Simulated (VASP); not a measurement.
Energy against volume of Sc (hcp). Method: AM05 GGA, VASP's PBE PAW potentials (set 64) (plane waves; VASP). Settings: 520 eV cut-off, 13×13×7 Γ-centred mesh, first-order Methfessel-Paxton smearing of 0.10 eV, potentials Sc_sv.

Shape and ions are relaxed at each volume.

```
V (Å³/atom)  E (eV/atom)
-----------  -----------
22.423          -6.37854
23.138          -6.39146
23.854          -6.39566
24.570          -6.39220
```

Question: Fit these four points and predict the energy of the run at 25.285 Å³/atom.

Answer: A cubic in V^(−2/3), the third-order Birch-Murnaghan form, passes through the four points with V0 = 23.87 Å³/atom and B0 = 57 GPa, and gives -6.3820 eV/atom there. The run gave -6.3821 eV/atom, -0.1 meV/atom from the fit; all five points give B0 = 57 GPa.

The compound is Sc in the hcp structure. It was relaxed first.
